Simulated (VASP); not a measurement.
Given:

```xyz
4
Lattice="1.8477 -2.7549 0.0000 1.8477 2.7549 0.0000 0.0000 0.0000 10.9159" Properties=species:S:1:pos:R:3 pbc="T T T"
Tl     1.8477     0.0000     8.2441
Tl     1.8477     0.0000     2.6717
Tl     0.0000     0.0000     5.4579
In     0.0000     0.0000     0.0000
```

Method: PBEsol GGA, VASP's PBE PAW potentials (set 64) (plane waves; VASP). Settings: 400 eV cut-off, Gaussian smearing of 0.050 eV, potentials Tl_d In_d.

### Question
Give the energies of bands 21 to 30 at the high-symmetry points, in eV from the Fermi level.

### Answer

```json
[
 {"band": "21", "Γ": "-10.04", "Y": "-5.10", "C0": "-4.74", "Z": "-9.81", "A0": "-4.60", "T": "-4.95", "S": "-5.72", "R": "-5.46"},
 {"band": "22", "Γ": "-8.77", "Y": "-4.22", "C0": "-4.03", "Z": "-9.53", "A0": "-4.39", "T": "-4.71", "S": "-5.46", "R": "-5.40"},
 {"band": "23", "Γ": "-8.31", "Y": "-3.72", "C0": "-3.77", "Z": "-7.03", "A0": "-3.56", "T": "-2.88", "S": "-4.98", "R": "-5.35"},
 {"band": "24", "Γ": "-4.78", "Y": "-3.03", "C0": "-2.63", "Z": "-6.30", "A0": "-2.54", "T": "-2.68", "S": "-4.11", "R": "-4.50"},
 {"band": "25", "Γ": "-2.97", "Y": "-1.47", "C0": "-2.07", "Z": "-0.57", "A0": "-1.77", "T": "-2.53", "S": "-2.85", "R": "-1.80"},
 {"band": "26", "Γ": "3.33", "Y": "-1.42", "C0": "-0.54", "Z": "-0.31", "A0": "-1.54", "T": "-1.89", "S": "-2.84", "R": "-1.77"},
 {"band": "27", "Γ": "3.46", "Y": "-0.80", "C0": "-0.52", "Z": "6.60", "A0": "-0.12", "T": "0.02", "S": "-0.19", "R": "-1.71"},
 {"band": "28", "Γ": "6.24", "Y": "1.03", "C0": "-0.23", "Z": "6.96", "A0": "-0.07", "T": "0.22", "S": "0.09", "R": "-1.25"},
 {"band": "29", "Γ": "7.72", "Y": "1.11", "C0": "-0.12", "Z": "7.56", "A0": "0.96", "T": "2.36", "S": "1.97", "R": "3.80"},
 {"band": "30", "Γ": "8.17", "Y": "2.01", "C0": "1.93", "Z": "7.82", "A0": "1.09", "T": "2.60", "S": "2.14", "R": "4.11"}
]
```

It has no gap at this level: it comes out as a metal or semimetal.

The structure comes from a computed database's Tl3In entry (Cmmm); how it stands against other phases isn't given here. It was relaxed first.
